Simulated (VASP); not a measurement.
# CaZr2N2 (I4/mmm) in VASP: band structure with PBE

Aim: the band structure of CaZr2N2 with PBE.

Everything below comes from runs of VASP 6.6.1. Logs are shortened: lines on timing, memory, paths and dates and some standing lists are left out, and cuts for length are marked.

## Step 1: The crystal as given

Symmetry: I4/mmm, No. 139, tetragonal system. Conventional cell: a = 3.259 Å, b = 3.259 Å, c = 14.911 Å, α = 90.00°, β = 90.00°, γ = 90.00°. Ca (site symmetry 4/mmm) is surrounded by 2 N at 2.58 Å. Around Zr (site symmetry 4mm) lie 5 N at 2.24 to 2.31 Å. Around N (site symmetry 4mm) lie 5 Zr at 2.24 to 2.31 Å.

The cell was built by a generator and needn't be a form met in nature.

## Step 2: Band structure, PBE

POSCAR reads:

```
CaZr2N2
1.0
   -1.6296700000      1.6296700000      7.4556500000
    1.6296700000     -1.6296700000      7.4556500000
    1.6296700000      1.6296700000     -7.4556500000
Ca Zr N
1 2 2
Direct
    0.0000000000      0.0000000000      0.0000000000
    0.6771090000      0.6771090000      0.0000000000
    0.3228910000      0.3228910000      0.0000000000
    0.1728590000      0.1728590000      0.0000000000
    0.8271410000      0.8271410000      0.0000000000
```

INCAR.step1 reads:

```
SYSTEM = CaZr2N2
PREC = Accurate
ENCUT = 520
EDIFF = 1E-6
ISMEAR = 0
SIGMA = 0.1
LREAL = .FALSE.
LASPH = .TRUE.
NELM = 60
ALGO = Fast
ISIF = 2
LWAVE = .FALSE.
LCHARG = .TRUE.
LMAXMIX = 4
GGA = PE
KPAR = 4
```

KPOINTS.step1 reads:

```
Automatic mesh
0
G
  12 12 12
  0 0 0
```

INCAR.step2 reads:

```
SYSTEM = CaZr2N2
PREC = Accurate
ENCUT = 520
EDIFF = 1E-6
ISMEAR = 0
SIGMA = 0.05
LREAL = .FALSE.
LASPH = .TRUE.
NELM = 60
ALGO = Fast
ISIF = 2
LWAVE = .FALSE.
LCHARG = .FALSE.
LMAXMIX = 4
GGA = PE
KPAR = 4
ICHARG = 11
```

KPOINTS.step2 reads:

```
path GXYSGZS1NPY1Z,XP
15
line-mode
reciprocal
 0.0000000000  0.0000000000  0.0000000000  G
 0.0000000000  0.0000000000  0.5000000000  X

 0.0000000000  0.0000000000  0.5000000000  X
-0.0238890193  0.0238890193  0.5000000000  Y

-0.0238890193  0.0238890193  0.5000000000  Y
-0.2619445097  0.2619445097  0.2619445097  S

-0.2619445097  0.2619445097  0.2619445097  S
 0.0000000000  0.0000000000  0.0000000000  G

 0.0000000000  0.0000000000  0.0000000000  G
 0.5000000000  0.5000000000 -0.5000000000  Z

 0.5000000000  0.5000000000 -0.5000000000  Z
 0.2619445097  0.7380554903 -0.2619445097  S1

 0.2619445097  0.7380554903 -0.2619445097  S1
 0.0000000000  0.5000000000  0.0000000000  N

 0.0000000000  0.5000000000  0.0000000000  N
 0.2500000000  0.2500000000  0.2500000000  P

 0.2500000000  0.2500000000  0.2500000000  P
 0.5000000000  0.5000000000 -0.0238890193  Y1

 0.5000000000  0.5000000000 -0.0238890193  Y1
 0.5000000000  0.5000000000 -0.5000000000  Z

 0.0000000000  0.0000000000  0.5000000000  X
 0.2500000000  0.2500000000  0.2500000000  P
```

Potentials or basis: VASP PAW PBE potentials, release 64 (Ca_sv, Zr_sv, N).

The run is started by

```bash
$ cat potpaw_PBE.64/Ca_sv/POTCAR potpaw_PBE.64/Zr_sv/POTCAR potpaw_PBE.64/N/POTCAR > POTCAR
$ cp INCAR.step1 INCAR
$ cp KPOINTS.step1 KPOINTS
$ mpirun -np 4 vasp_std > vasp.out
$ cp INCAR.step2 INCAR
$ cp KPOINTS.step2 KPOINTS
$ mpirun -np 4 vasp_std > vasp.out
```

OUTCAR:

```text
SYSTEM = CaZr2N2
   PREC = Accurate
   ENCUT = 520
   EDIFF = 1E-6
   ISMEAR = 0
   LREAL = .FALSE.
   LASPH = .TRUE.
   NELM = 60
   ISIF = 2
   GGA = PE
   ICHARG = 11

 ion  position               nearest neighbor table
   1  0.000  0.000  0.000-   2 3.51   2 3.51   2 3.51   3 3.51   2 3.51   3 3.51   3 3.51   3 3.51

   2  0.677  0.677  0.000-   5 2.24   4 2.31   4 2.31   4 2.31   4 2.31   3 3.17   3 3.17   3 3.17
                             3 3.17   1 3.51   1 3.51   1 3.51   1 3.51
   3  0.323  0.323  0.000-   4 2.24   5 2.31   5 2.31   5 2.31   5 2.31   2 3.17   2 3.17   2 3.17
                             2 3.17   1 3.51   1 3.51   1 3.51   1 3.51
   4  0.173  0.173  0.000-   3 2.24   2 2.31   2 2.31   2 2.31   2 2.31
   5  0.827  0.827  0.000-   2 2.24   3 2.31   3 2.31   3 2.31   3 2.31

  LATTYP: Found a body centered tetragonal cell.
 ALAT       =     3.2593400000
 C/A-ratio  =     4.5749446207

  Lattice vectors:

 A1 = (  -1.6296700000,   1.6296700000,   7.4556500000)
 A2 = (   1.6296700000,  -1.6296700000,   7.4556500000)
 A3 = (   1.6296700000,   1.6296700000,  -7.4556500000)

Analysis of symmetry for initial positions (statically):
=====================================================================
 Subroutine PRICEL returns:
 Original cell was already a primitive cell.

 Routine SETGRP: Setting up the symmetry group for a
 body centered tetragonal supercell.

 Subroutine GETGRP returns: Found 16 space group operations
 (whereof 16 operations were pure point group operations)
 out of a pool of 16 trial point group operations.

The static configuration has the point symmetry D_4h.

Analysis of symmetry for dynamics (positions and initial velocities):
=====================================================================
 Subroutine PRICEL returns:
 Original cell was already a primitive cell.

 Routine SETGRP: Setting up the symmetry group for a
 body centered tetragonal supercell.

 Subroutine GETGRP returns: Found 16 space group operations
 (whereof 16 operations were pure point group operations)
 out of a pool of 16 trial point group operations.

The dynamic configuration has the point symmetry D_4h.

 Subroutine INISYM returns: Found 16 space group operations
 (whereof 16 operations are pure point group operations),
 and found     1 'primitive' translations

----------------------------------------------------------------------------------------

                                     Primitive cell

  volume of cell :      79.2036

  direct lattice vectors                    reciprocal lattice vectors
    -1.629670000  1.629670000  7.455650000     0.000000000  0.306810581  0.067063234
     1.629670000 -1.629670000  7.455650000     0.306810581  0.000000000  0.067063234
     1.629670000  1.629670000 -7.455650000     0.306810581  0.306810581  0.000000000

  length of vectors
     7.803740484  7.803740484  7.803740484     0.314054470  0.314054470  0.433895685

  position of ions in fractional coordinates (direct lattice)
     0.000000000  0.000000000  0.000000000
     0.677109000  0.677109000  0.000000000
     0.322891000  0.322891000  0.000000000
     0.172859000  0.172859000  0.000000000
     0.827141000  0.827141000  0.000000000

  ion indices of the primitive-cell ions
   primitive index   ion index
                 1           1
                 2           2
                 3           3
                 4           4
                 5           5

----------------------------------------------------------------------------------------

 KPOINTS: path GXYSGZS1NPY1Z,XP

Interpolating k-points between supplied coordinates.

 Line segments in fractional coordinates (reciprocal lattice):
    0.000000  0.000000  0.000000  ...  0.000000  0.000000  0.500000
    0.000000  0.000000  0.500000  ... -0.023889  0.023889  0.500000
   -0.023889  0.023889  0.500000  ... -0.261945  0.261945  0.261945
   -0.261945  0.261945  0.261945  ...  0.000000  0.000000  0.000000
    0.000000  0.000000  0.000000  ...  0.500000  0.500000 -0.500000
    0.500000  0.500000 -0.500000  ...  0.261945  0.738055 -0.261945
    0.261945  0.738055 -0.261945  ...  0.000000  0.500000  0.000000
    0.000000  0.500000  0.000000  ...  0.250000  0.250000  0.250000
    0.250000  0.250000  0.250000  ...  0.500000  0.500000 -0.023889
    0.500000  0.500000 -0.023889  ...  0.500000  0.500000 -0.500000
    0.000000  0.000000  0.500000  ...  0.250000  0.250000  0.250000

 Generated    15 points on each line segment, for a total of    165 k-points:

 Following reciprocal coordinates:
            Coordinates               Weight
  0.000000  0.000000  0.000000      0.006061
  0.000000  0.000000  0.035714      0.006061
  0.000000  0.000000  0.071429      0.006061
  0.000000  0.000000  0.107143      0.006061
  0.000000  0.000000  0.142857      0.006061
  0.000000  0.000000  0.178571      0.006061
[... 16 lines left out ...]
 -0.011945  0.011945  0.500000      0.006061
 -0.013651  0.013651  0.500000      0.006061
 [... further k-points ...]
   k-points           NKPTS =    165   k-points in BZ     NKDIM =    165   number of bands    NBANDS=     26
   number of dos      NEDOS =    301   number of ions     NIONS =      5
   total plane-waves  NPLWV = 216000
   dimension x,y,z NGX =    60 NGY =   60 NGZ =   60
   dimension x,y,z NGXF=   120 NGYF=  120 NGZF=  120
   ions per type =               1   2   2
   NGX,Y,Z   is equivalent  to a cutoff of  12.78, 12.78, 12.78 a.u.
   NGXF,Y,Z  is equivalent  to a cutoff of  25.56, 25.56, 25.56 a.u.
 SYSTEM =  CaZr2N2
   PREC   = accura    normal or accurate (medium, high low for compatibility)
   ISTART =      0    job   : 0-new  1-cont  2-samecut
   ICHARG =     11    charge: 1-file 2-atom 10-const
   ISPIN  =      1    spin polarized calculation?
   LNONCOLLINEAR =      F non collinear calculations
   LSORBIT =      F    spin-orbit coupling
   LASPH  =      T    aspherical Exc in radial PAW
   ENCUT  =  520.0 eV  38.22 Ry    6.18 a.u.  14.51 14.51 14.51*2*pi/ulx,y,z
   NELM   =     60;   NELMIN=  2; NELMDL=  0     # of ELM steps
   EDIFF  = 0.1E-05   stopping-criterion for ELM
   LREAL  =      F    real-space projection
   EDIFFG = 0.1E-04   stopping-criterion for IOM
   NSW    =      0    number of steps for IOM
   IBRION =     -1    ionic relax: 0-MD 1-quasi-New 2-CG
   NFREE  =      0    steps in history (QN), initial steepest desc. (CG)
   ISIF   =      2    stress and relaxation
   ISYM   =      2    0-nonsym 1-usesym 2-fastsym
   POTIM  = 0.5000    time-step for ionic-motion
   TEBEG  =    0.0;   TEEND  =   0.0 temperature during run
   PSTRESS=    0.0 pullay stress
   NELECT =      44.0000    total number of electrons
   NUPDOWN=      -1.0000    fix difference up-down
   EMIN   =  10.00;   EMAX   =-10.00  energy-range for DOS
   EFERMI =   0.00;   METHOD = LEGACY
   ISMEAR =     0;   SIGMA  =   0.05  broadening in eV -4-tet -1-fermi 0-gaus
   EFERMI_NEDOS =   21; number of points for ismear=-14 and -15
   IALGO  =     68    algorithm
   IMIX   =      4    mixing-type and parameters
     AMIX     =   0.40;   BMIX     =  1.00
     AMIX_MAG =   1.60;   BMIX_MAG =  1.00
  volume/ion in A,a.u.               =      15.84       106.90
  Fermi-wavevector in a.u.,A,eV,Ry     =   1.345790  2.543175 24.642218  1.811152
  Thomas-Fermi vector in A             =   2.473675
   LORBIT       =      0    0 simple, 1 ext, 2 COOP (PROOUT), +10 PAW based schemes
   GGA     = PE    functional components
   LHFCALC =     F    Hartree Fock is set to
   AEXX    =    0.0000 exact exchange contribution
   IVDW    =     0    specifies the selected vdW correction
   LEPSILON=     F    determine dielectric tensor
   LRPA    =     F    only Hartree local field effects (RPA)
 non-spin polarized calculation
 RMM-DIIS sequential band-by-band and
 Gauss-broadening in eV      SIGMA  =   0.05
  energy-cutoff  :      520.00
  volume of cell :       79.20
 maximum number of plane-waves:      2156
 NGX is ok and might be reduce to    60

 number of electron      43.9999999 magnetization

 Free energy of the ion-electron system (eV)
  ---------------------------------------------------
  ext. energy  EPLUGINS =         0.00000000
  ---------------------------------------------------
  free energy    TOTEN  =       -40.72997897 eV

  energy without entropy =      -40.72671494  energy(sigma->0) =      -40.72834696

 E-fermi :   7.8112     XC(G=0): -11.0927

 val. band max:        7.8021130055   @ k =   0.0000   0.0000   0.0714
 cond. band min:       7.8158197542   @ k =   0.3130   0.6870  -0.3130
 fundamental gap:      0.0137067486
 Fermi energy:         7.8111717639

 k-point     1 :       0.0000    0.0000    0.0000
  band No.  band energies     occupation
      1     -41.1065      2.00000
      2     -40.9852      2.00000
      3     -32.4321      2.00000
      4     -19.4511      2.00000
      5     -19.0515      2.00000
      6     -19.0515      2.00000
[... 18 lines left out ...]
     25       9.0882      0.00000
     26      10.1726      0.00000

 k-point     2 :       0.0000    0.0000    0.0357
  band No.  band energies     occupation
      1     -41.1047      2.00000
      2     -40.9848      2.00000
      3     -32.4310      2.00000
      4     -19.4506      2.00000
      5     -19.0757      2.00000
      6     -19.0580      2.00000
[... 18 lines left out ...]
     25       9.1321      0.00000
     26      10.1905      0.00000

 k-point     3 :       0.0000    0.0000    0.0714
  band No.  band energies     occupation
      1     -41.0992      2.00000
      2     -40.9838      2.00000
      3     -32.4275      2.00000
      4     -19.4493      2.00000
      5     -19.1245      2.00000
      6     -19.0772      2.00000
[... 572 lines left out ...]
 k-point    23 :      -0.0119    0.0119    0.5000
  band No.  band energies     occupation
      1     -40.9596      2.00000
      2     -40.9594      2.00000
      3     -32.3396      2.00000
      4     -19.5519      2.00000
      5     -19.5518      2.00000
      6     -19.1897      2.00000
[... 18 lines left out ...]
     25      10.2228      0.00000
     26      11.4847      0.00000

 k-point    24 :      -0.0137    0.0137    0.5000
  band No.  band energies     occupation
      1     -40.9596      2.00000
      2     -40.9594      2.00000
      3     -32.3397      2.00000
      4     -19.5518      2.00000
      5     -19.5517      2.00000
      6     -19.1905      2.00000
[... 18 lines left out ...]
     25      10.2228      0.00000
     26      11.4924      0.00000

 [... further k-points ...]

------------------------ aborting loop because EDIFF is reached ----------------------------------------

  FORCE on cell =-STRESS in cart. coord.  units (eV):
  Direction    XX          YY          ZZ          XY          YZ          ZX
  --------------------------------------------------------------------------------------
  -------------------------------------------------------------------------------------
  Total        4.7431962      4.7431962      4.6335726      0.0000000      0.0000000     -0.0000000
  in kB       95.9481980     95.9481980     93.7306671      0.0000000      0.0000000     -0.0000000
  external PRESSURE =      95.2090210 kB  Pullay stress =       0.0000000 kB

 VOLUME and BASIS-vectors are now :
 -----------------------------------------------------------------------------
  energy-cutoff  :      520.00
  volume of cell :       79.20
      direct lattice vectors                 reciprocal lattice vectors
    -1.629670000  1.629670000  7.455650000     0.000000000  0.306810581  0.067063234
     1.629670000 -1.629670000  7.455650000     0.306810581  0.000000000  0.067063234
     1.629670000  1.629670000 -7.455650000     0.306810581  0.306810581  0.000000000

 POSITION                                       TOTAL-FORCE (eV/Angst)
 -----------------------------------------------------------------------------------
      0.00000      0.00000      0.00000         0.000000      0.000000      0.000000
      0.00000      0.00000     10.09658        -0.000000     -0.000000      1.608730
      0.00000      0.00000      4.81472        -0.000000     -0.000000     -1.608730
      0.00000      0.00000      2.57755        -0.000000     -0.000000     -0.929932
      0.00000      0.00000     12.33375         0.000000      0.000000      0.929932
 -----------------------------------------------------------------------------------
    total drift:                               -0.000000     -0.000000      0.000000

  FREE ENERGIE OF THE ION-ELECTRON SYSTEM (eV)
  ---------------------------------------------------
  free  energy   TOTEN  =       -40.7299789659 eV

  energy  without entropy=      -40.7267149442  energy(sigma->0) =      -40.72834696
```

Wall time 16 min (4 MPI ranks of Intel Xeon Platinum 8488C (Sapphire Rapids), shared host); peak memory 0.74 GiB.

What came out:

```
Band gap along the path : none (metal or under the smearing width)
```

Levels at the corners of the path, in eV from the Fermi level:
| point | band 21 | band 22 | band 23 | band 24 | band 25 | band 26 |
| --- | --- | --- | --- | --- | --- | --- |
| Γ | -2.57 | -2.57 | -0.91 | 0.88 | 0.88 | 1.97 |
| X | -1.95 | -1.65 | -0.48 | 1.31 | 2.02 | 3.31 |
| X | -1.95 | -1.65 | -0.48 | 1.31 | 2.02 | 3.32 |
| Y | -1.90 | -1.64 | -0.47 | 1.32 | 2.02 | 3.21 |
| Y | -1.90 | -1.64 | -0.47 | 1.32 | 2.02 | 3.21 |
| S | -0.17 | 0.13 | 0.79 | 2.29 | 2.76 | 2.84 |
| S | -0.17 | 0.13 | 0.79 | 2.29 | 2.77 | 2.87 |
| Γ | -2.57 | -2.57 | -0.91 | 0.88 | 0.88 | 2.01 |
| Γ | -2.57 | -2.57 | -0.91 | 0.88 | 0.88 | 2.01 |
| Z | -2.62 | -1.48 | -0.79 | 0.56 | 1.06 | 1.06 |
| Z | -2.62 | -1.48 | -0.79 | 0.56 | 1.06 | 1.06 |
| S1 | -0.17 | 0.13 | 0.79 | 2.29 | 2.76 | 2.84 |
| S1 | -0.17 | 0.13 | 0.79 | 2.29 | 2.76 | 2.81 |
| N | -0.16 | 0.01 | 0.93 | 2.37 | 2.65 | 3.06 |
| N | -0.16 | 0.01 | 0.93 | 2.36 | 2.65 | 2.71 |
| P | -1.80 | -1.80 | -0.45 | 1.62 | 1.62 | 3.12 |
| P | -1.80 | -1.80 | -0.45 | 1.62 | 1.62 | 3.12 |
| Y1 | -1.90 | -1.64 | -0.47 | 1.32 | 2.02 | 3.21 |
| Y1 | -1.90 | -1.64 | -0.47 | 1.32 | 2.02 | 3.59 |
| Z | -2.62 | -1.48 | -0.79 | 0.56 | 1.06 | 1.06 |
| X | -1.95 | -1.65 | -0.48 | 1.31 | 2.02 | 3.31 |
| P | -1.80 | -1.80 | -0.45 | 1.62 | 1.62 | 3.12 |

Caveat: the log is that of the step along the path at fixed density, whose energy, stress, charges and moments have no meaning.
